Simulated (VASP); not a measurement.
Crystal: SiF2.

```
Si F
1.0
     3.25527    0.00000    0.00000
    -1.62764    2.81915    0.00000
     0.00000    0.00000    5.10348
Si F
1 2
Direct
  0.00000 0.00000 0.00000
  0.33333 0.66667 0.26500
  0.66667 0.33333 0.73500
```

The cell was built by a generator and needn't be a form met in nature.

Base run:

* Program: VASP 6.6.1
* Functional: r2SCAN
* Potentials or basis: VASP PAW PBE potentials, release 64 (Si, F)
* Cutoff: 520 eV
* k mesh: 6 × 6 × 4, shifted
* Occupations: methfessel-paxton, width 0.1383 eV
* Spin: no spin polarisation

Its results: band gap on the k mesh 2.76 eV, indirect (least direct gap 2.90 eV); pressure -6.3 GPa; largest force 1.335 eV/Å.

Problem. The run is repeated on the same cell with these changes: k mesh from 6 × 6 × 4, shifted to 6 × 6 × 4. What comes out?

Solution. Band gap on the k mesh 2.57 eV, indirect (least direct gap 2.81 eV); pressure -6.3 GPa; largest force 1.334 eV/Å.

Caveats: the PAW data sets were made with another functional, which shifts forces and pressure a little.

A k mesh can miss the band edges.
